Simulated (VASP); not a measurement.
Method: TPSS meta-GGA, VASP's PBE PAW potentials (set 64) (plane waves; VASP).

Input for VASP

File KPOINTS:
```
Automatic mesh
0
Gamma
13 13 13
0 0 0
```

File POSCAR:
```
Cr
2.8726660
  1.0000000928   0.0000000000   0.0000000000
  0.0000000000   1.0000000928   0.0000000000
  0.0000000000   0.0000000000   1.0000000928
Cr
2
Cart
  0.0000000000   0.0000000000   0.0000000000
  0.5000000464   0.5000000464   0.5000000464
```

INCAR:
```
! general
SYSTEM =Cr
PREC   =Accurate
ENCUT  =520
LREAL  =.False.
LASPH  =.True.

! electronic loop
EDIFF  =1E-7
NELM   =100
ALGO   =Normal
LMAXMIX=4
LMIXTAU=.True.

! smearing
ISMEAR =1
SIGMA  =0.1

! functional
METAGGA=TPSS

! spin
ISPIN  =2
MAGMOM =1.1 -1.1

! ions
ISIF   =2

! output
LWAVE  =.False.
LCHARG =.False.
LORBIT =10
```

POTCAR, in this order: Cr_pv (PBE.64 set). Program: vasp_std.

Question: What will the output report for the number of irreducible k-points (NKPTS), largest plane-wave count, number of space-group operations, FFT grid (NGX, NGY, NGZ)?

Answer: 
```
Quantity                                      Result
--------------------------------------  ------------
number of irreducible k-points (NKPTS)            84
largest plane-wave count                         656
number of space-group operations                  48
FFT grid (NGX, NGY, NGZ)                24 × 24 × 24
```

The compound is Cr in the bcc, AFM order structure. This cell is one point of a volume scan, at 1.03 of the reference volume.
